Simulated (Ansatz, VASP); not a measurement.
Two plane-wave programs on Pd3Cl

```
CELL_PARAMETERS angstrom
2.78759 0.00000 0.00000
-1.39380 2.41413 0.00000
0.00000 0.00000 20.05212
ATOMIC_POSITIONS crystal
Pd 0.66667 0.33333 0.19948
Pd 0.33333 0.66667 0.31299
Pd 0.00000 0.00000 0.42649
Cl 0.33333 0.66667 0.53547
```

Alike in both runs: functional PBE; k mesh 12 × 12 × 1; occupations gaussian, width 0.1 eV; no spin polarisation.

Ansatz relaxed the structure, and its values are those at the end. VASP's run is a single point on that final structure, the one shown.

|  | VASP | Ansatz |
| --- | --- | --- |
| version | VASP 6.6.1 | Ansatz 0.2.0 |
| potentials or method | VASP PAW PBE potentials, release 64 (Pd, Cl) | scalar-relativistic, plane waves, PAW |
| plane-wave cutoff (eV) | 520 | 420 |
| valence electrons in the cell | 37 | 61 |

|  | VASP | Ansatz | Ansatz less VASP |
| --- | --- | --- | --- |
| gap on the k mesh at the Fermi level (eV) | none | none | - |
| rms of the force components (eV/Å) | 0.031 | 0.031 | +0.0009 |

A gap of «none» marks a metal or a gap that the smearing closes. The two sets of potentials don't hold the same shells in valence.

Caveats: an odd number of electrons without spin polarisation forces a metal; a magnetic or distorted state may lie lower.
